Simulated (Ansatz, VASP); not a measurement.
**Hf (Hafnium): VASP beside Ansatz**

Aim: how closely do two programs agree when they are given the same cell, functional and k mesh? The cell is taken from a series of runs on this material, whose earlier steps may have relaxed, scaled, displaced or heated it; both programs get it as it stands.

Method: plane waves, with VASP 6.6.1 beside it; zone-centre phonons at PBEsol, in Ansatz 0.2.0.

## (1) Set-up

Symmetry: P6_3/mmc, No. 194, hexagonal system. The conventional cell has a = 3.138 Å, b = 3.138 Å, c = 4.964 Å, α = 90.00°, β = 90.00°, γ = 120.00°. Nearest to Hf lie 12 Hf at 3.07 to 3.14 Å.

As a file:

```xyz
2
Lattice="3.1384 0.0000 0.0000 -1.5692 2.7180 0.0000 0.0000 0.0000 4.9643" Properties=species:S:1:pos:R:3 pbc="T T T"
Hf    0.0000    1.8120    1.2411
Hf    1.5692    0.9060    3.7232
```

## (2) VASP: zone-centre phonons, PBEsol

Second derivatives magnify differences that forces hide, and they need a tight electronic threshold.

Lines of VASP's logs that name or quote its potential files are left out, and so is its time.

File INCAR:

```
SYSTEM = Hf
PREC = Accurate
ENCUT = 500
EDIFF = 1E-08
NELM = 120
ISMEAR = 1
SIGMA = 0.2
LREAL = .FALSE.
ALGO = Normal
GGA = PS
NBANDS = 16
LASPH = .TRUE.
LORBIT = 11
LWAVE = .FALSE.
LCHARG = .FALSE.
ISIF = 2
IBRION = 8
GGA_COMPAT = .FALSE.
KPAR = 2
```

File POSCAR:

```
Hf
1.0
    3.1384325480      0.0000000000      0.0000000000
   -1.5692162740      2.7179623146      0.0000000000
    0.0000000000      0.0000000000      4.9643132058
Hf
2
Direct
    0.3333333333      0.6666666667      0.2500000000
    0.6666666667      0.3333333333      0.7500000000
```

File KPOINTS:

```
Automatic mesh
0
Gamma
15 15 8
0 0 0
```

Potentials, in the order of the species: Hf_pv (PBE family, release 64).

On the command line:

```
$ mpirun -np 2 vasp_std
```

Numbers of over 12 decimals in the logs are rounded to 6 here.

Log:

```text
[banner, memory and clock lines left out]
running    2 mpi-ranks, on    1 nodes
 distrk:  each k-point on    1 cores,    2 groups
 distr:  one band on    1 cores,    1 groups

 POSCAR found type information on POSCAR Hf
 POSCAR found :  1 types and       2 ions
|                                                                             |
|               ----> ADVICE to this user running VASP <----                  |
|                                                                             |
|     You enforced a specific xc type in the INCAR file but a different       |
|     [... a line on the potential file left out ...]
|     I HOPE YOU KNOW WHAT YOU ARE DOING!                                     |
|                                                                             |

 LDA part: xc-table for (Slater+PW92), standard interpolation
 POSCAR, INCAR and KPOINTS ok, starting setup
 FFT: planning ... GRIDC
 FFT: planning ... GRID_SOFT
 FFT: planning ... GRID
 WAVECAR not read
 entering main loop
       N       E                     dE             d eps       ncg     rms          rms(c)
DAV:   1     0.467181029151E+02    0.46718E+02   -0.11348E+04  4344   0.116E+03
DAV:   2    -0.201270590218E+02   -0.66845E+02   -0.65400E+02  5672   0.251E+02
DAV:   3    -0.217211701466E+02   -0.15941E+01   -0.15860E+01  5832   0.264E+01
DAV:   4    -0.217330916943E+02   -0.11922E-01   -0.11920E-01  5232   0.278E+00
DAV:   5    -0.217332284524E+02   -0.13676E-03   -0.13675E-03  5688   0.250E-01    0.680E+01
DAV:   6    -0.212006547213E+02    0.53257E+00   -0.47130E-01  5224   0.461E+00    0.403E+01
DAV:   7    -0.210105466737E+02    0.19011E+00   -0.78883E-01  5296   0.574E+00    0.189E+00
DAV:   8    -0.210007827432E+02    0.97639E-02   -0.49729E-02  4944   0.155E+00    0.358E-01
DAV:   9    -0.210008841864E+02   -0.10144E-03   -0.10757E-03  5928   0.240E-01    0.191E-01
DAV:  10    -0.210008753130E+02    0.88734E-05   -0.43629E-05  5088   0.480E-02    0.197E-01
DAV:  11    -0.210008766184E+02   -0.13053E-05   -0.43099E-06  5808   0.149E-02    0.132E-02
DAV:  12    -0.210008766843E+02   -0.65959E-07   -0.41391E-07  5104   0.446E-03    0.386E-03
DAV:  13    -0.210008766392E+02    0.45144E-07   -0.13132E-08  4056   0.907E-04    0.140E-03
DAV:  14    -0.210008766189E+02    0.20233E-07   -0.11529E-09  2976   0.290E-04    0.272E-04
DAV:  15    -0.210008766165E+02    0.24243E-08   -0.18531E-10  2848   0.110E-04
   1 F= -.21000877E+02 E0= -.21002124E+02  d E =0.374193E-02
 Linear response reoptimize wavefunctions to high precision
DAV:   1    -0.210008766157E+02    0.84265E-09   -0.38417E-11  2920   0.519E-05
DAV:   2    -0.210008766157E+02   -0.17735E-10   -0.84317E-12  2688   0.231E-05
 Linear response DOF=           2
 Linear response progress:
  Degree of freedom:   1/  2
       N       E                     dE             d eps       ncg     rms          rms(c)
RMM:   1    -0.200482753262E+00   -0.20048E+00    0.46192E+00 18628   0.120E+01
RMM:   2    -0.205663583665E+00   -0.51808E-02   -0.38488E-02 27694   0.122E+00    0.571E-01
RMM:   3    -0.204817909115E+00    0.84567E-03   -0.43868E-03 34763   0.266E-01    0.124E-01
RMM:   4    -0.204441728052E+00    0.37618E-03   -0.49182E-04 41133   0.918E-02    0.187E-01
RMM:   5    -0.204000278109E+00    0.44145E-03   -0.44786E-05 37479   0.420E-02    0.189E-02
RMM:   6    -0.203917672344E+00    0.82606E-04   -0.44981E-05 42602   0.147E-02    0.313E-02
RMM:   7    -0.203921985104E+00   -0.43128E-05   -0.39093E-05 38108   0.695E-03    0.427E-02
RMM:   8    -0.203911627466E+00    0.10358E-04   -0.50191E-06 39218   0.312E-03    0.892E-03
RMM:   9    -0.203910820240E+00    0.80723E-06   -0.11942E-05 42063   0.925E-04    0.278E-03
RMM:  10    -0.203911208652E+00   -0.38841E-06   -0.55512E-06 41420   0.261E-04    0.212E-04
RMM:  11    -0.203911408114E+00   -0.19946E-06   -0.32153E-06 40725   0.136E-04    0.598E-04
RMM:  12    -0.203911410121E+00   -0.20068E-08   -0.15477E-06 40848   0.619E-05    0.213E-05
RMM:  13    -0.203911456033E+00   -0.45912E-07   -0.80181E-07 40664   0.338E-05    0.925E-05
RMM:  14    -0.203911466261E+00   -0.10228E-07   -0.38665E-07 37770   0.217E-05    0.392E-06
RMM:  15    -0.203911472725E+00   -0.64640E-08   -0.20154E-07 32458   0.164E-05    0.810E-06
RMM:  16    -0.203911479701E+00   -0.69757E-08   -0.10487E-07 31121   0.142E-05    0.701E-06
RMM:  17    -0.203911479779E+00   -0.78128E-10   -0.52407E-08 24549   0.124E-05    0.636E-07
 first order change of Fermi-energy  -0.27474E-05
 force on displaced ion       1 direction 1 :  -2.042  -0.000   0.000
 Linear response progress:
  Degree of freedom:   2/  2
       N       E                     dE             d eps       ncg     rms          rms(c)
RMM:   1    -0.242940993960E+00   -0.24294E+00    0.49030E+00  6437   0.124E+01
RMM:   2    -0.253128359784E+00   -0.10187E-01   -0.44731E-02  9560   0.126E+00    0.731E-01
RMM:   3    -0.252268858437E+00    0.85950E-03   -0.34603E-03 11146   0.288E-01    0.210E-01
RMM:   4    -0.252071201696E+00    0.19766E-03   -0.47301E-04 13338   0.100E-01    0.202E-01
RMM:   5    -0.251754346750E+00    0.31685E-03    0.16867E-04 12872   0.444E-02    0.478E-02
RMM:   6    -0.251670047714E+00    0.84299E-04    0.23382E-05 11518   0.196E-02    0.416E-02
RMM:   7    -0.251691794199E+00   -0.21746E-04   -0.86109E-06 12608   0.616E-03    0.167E-02
RMM:   8    -0.251693864618E+00   -0.20704E-05    0.26546E-05 13256   0.301E-03    0.315E-03
RMM:   9    -0.251684997132E+00    0.88675E-05    0.13046E-05 13190   0.159E-03    0.160E-03
RMM:  10    -0.251684489424E+00    0.50771E-06    0.10180E-05 13402   0.454E-04    0.489E-04
RMM:  11    -0.251685090227E+00   -0.60080E-06    0.22213E-06 13352   0.191E-04    0.838E-05
RMM:  12    -0.251684993522E+00    0.96706E-07    0.10439E-06 14130   0.655E-05    0.361E-05
RMM:  13    -0.251685046700E+00   -0.53178E-07   -0.42736E-07 13108   0.313E-05    0.209E-05
RMM:  14    -0.251684943572E+00    0.10313E-06    0.50753E-07 13663   0.203E-05    0.422E-06
RMM:  15    -0.251685005517E+00   -0.61945E-07   -0.35811E-07 11846   0.139E-05    0.112E-06
RMM:  16    -0.251684980168E+00    0.25349E-07   -0.21894E-07  9522   0.114E-05    0.313E-07
RMM:  17    -0.251684995888E+00   -0.15719E-07   -0.42319E-07  8050   0.103E-05    0.348E-07
RMM:  18    -0.251684987158E+00    0.87292E-08   -0.37728E-07  7471   0.979E-06    0.284E-07
RMM:  19    -0.251684992615E+00   -0.54563E-08   -0.35782E-07  6932   0.952E-06    0.147E-07
RMM:  20    -0.251684989289E+00    0.33259E-08   -0.43765E-07  6555   0.937E-06    0.401E-08
 first order change of Fermi-energy  -0.15254E-03
 force on displaced ion       1 direction 3 :   0.000   0.000  -4.095
 Linear response finished
```

OUTCAR, selected parts (step 2):

```text
ion  position               nearest neighbor table
   1  0.333  0.667  0.250-   2 3.07   2 3.07   2 3.07   2 3.07   2 3.07   2 3.07
   2  0.667  0.333  0.750-   1 3.07   1 3.07   1 3.07   1 3.07   1 3.07   1 3.07

  LATTYP: Found a hexagonal cell.
 ALAT       =     3.1384325480
 C/A-ratio  =     1.5817810738

 Subroutine GETGRP returns: Found 24 space group operations
 (whereof 12 operations were pure point group operations)

The static configuration has the point symmetry D_3d.
 The point group associated with its full space group is D_6h.

 Found    135 irreducible k-points:

   k-points           NKPTS =    135   k-points in BZ     NKDIM =    135   number of bands    NBANDS=     16

   dimension x,y,z NGX =    24 NGY =   24 NGZ =   36
   dimension x,y,z NGXF=    48 NGYF=   48 NGZF=   72

   ENCUT  =  500.0 eV  36.75 Ry    6.06 a.u.   5.72  5.72  9.05*2*pi/ulx,y,z

   NELECT =      20.0000    total number of electrons

 k-points in reciprocal lattice and weights: Automatic mesh
   0.00000000  0.00000000  0.00000000       0.001
   0.06666667  0.00000000  0.00000000       0.003
   0.13333333  0.00000000  0.00000000       0.003
   0.20000000  0.00000000  0.00000000       0.003
   0.26666667  0.00000000  0.00000000       0.003
   0.33333333  0.00000000  0.00000000       0.003
   0.40000000  0.00000000  0.00000000       0.003
   0.46666667  0.00000000  0.00000000       0.003
   0.06666667  0.06666667  0.00000000       0.003
[...]
0.33333333  0.26666667  0.50000000       0.007
   0.33333333  0.33333333  0.50000000       0.001

 average (electrostatic) potential at core
       1 -36.6092       2 -36.6092

  Total        0.5392811      0.5392811      0.5089294      0.0000000      0.0000000      0.0000000
  in kB       20.4037676     20.4037676     19.2554067      0.0000000      0.0000000      0.0000000
  external PRESSURE =      20.0209807 kB  Pullay stress =       0.0000000 kB

  energy-cutoff  :      500.00
  volume of cell :       42.35
      direct lattice vectors                 reciprocal lattice vectors
     3.138432548  0.000000000  0.000000000     0.318630394  0.183961344  0.000000000
    -1.569216274  2.717962315  0.000000000     0.000000000  0.367922688  0.000000000
     0.000000000  0.000000000  4.964313206     0.000000000  0.000000000  0.201437733

 POSITION                                       TOTAL-FORCE (eV/Angst)
 -----------------------------------------------------------------------------------
     -0.00000      1.81197      1.24108        -0.000000      0.000000      0.000000
      1.56922      0.90599      3.72323         0.000000     -0.000000      0.000000
 -----------------------------------------------------------------------------------
    total drift:                                0.000000     -0.000000      0.000000

 Eigenvectors and eigenvalues of the dynamical matrix
 ----------------------------------------------------

   1 f  =    3.348820 THz    21.041256 2PiTHz  111.704609 cm-1    13.849600 meV
             X         Y         Z           dx          dy          dz
     -0.000000  1.811975  1.241078     0.000000    0.000000   -0.707107
      1.569216  0.905987  3.723235     0.000000    0.000000    0.707107

   2 f  =    2.364857 THz    14.858836 2PiTHz   78.883147 cm-1     9.780259 meV
             X         Y         Z           dx          dy          dz
     -0.000000  1.811975  1.241078    -0.707107    0.000000    0.000000
      1.569216  0.905987  3.723235     0.707107   -0.000000    0.000000

   3 f  =    2.364857 THz    14.858836 2PiTHz   78.883147 cm-1     9.780259 meV
             X         Y         Z           dx          dy          dz
     -0.000000  1.811975  1.241078     0.000000    0.707107    0.000000
      1.569216  0.905987  3.723235    -0.000000   -0.707107    0.000000

   4 f  =    0.000000 THz     0.000000 2PiTHz    0.000001 cm-1     0.000000 meV
             X         Y         Z           dx          dy          dz
     -0.000000  1.811975  1.241078     0.010013    0.707036    0.000000
      1.569216  0.905987  3.723235     0.010013    0.707036    0.000000

   5 f  =    0.000000 THz     0.000000 2PiTHz    0.000000 cm-1     0.000000 meV
             X         Y         Z           dx          dy          dz
     -0.000000  1.811975  1.241078    -0.707036    0.010013    0.000000
      1.569216  0.905987  3.723235    -0.707036    0.010013    0.000000

   6 f  =    0.000000 THz     0.000000 2PiTHz    0.000000 cm-1     0.000000 meV
             X         Y         Z           dx          dy          dz
     -0.000000  1.811975  1.241078     0.000000   -0.000000    0.707107
      1.569216  0.905987  3.723235     0.000000    0.000000    0.707107

 ELASTIC MODULI CONTR FROM IONIC RELAXATION (kBar)
 Direction    XX          YY          ZZ          XY          YZ          ZX
 --------------------------------------------------------------------------------
 XX        -151.1565    151.1565      0.0000      0.0000      0.0000      0.0000
 YY         151.1565   -151.1565      0.0000     -0.0000     -0.0000      0.0000
 ZZ           0.0000      0.0000      0.0000      0.0000      0.0000      0.0000
 XY           0.0000     -0.0000      0.0000   -151.1565     -0.0000      0.0000
 YZ           0.0000     -0.0000      0.0000     -0.0000     -0.0000      0.0000
 ZX           0.0000      0.0000      0.0000      0.0000      0.0000      0.0000
 --------------------------------------------------------------------------------
```

[end of part 1 of 2]

[Lines on the potential files, build, host, timing and source positions are cut from VASP's logs without a mark.]

[Logs are printed without paths, hosts, clocks, repeated set-up lines and the standing remarks that a program may print on its own settings, such as how far it seeks lower states.]

[Hosts, paths, dates, database ids (printed as entryN), source tags and the programs' standing remarks are cut or masked in the printed files.]
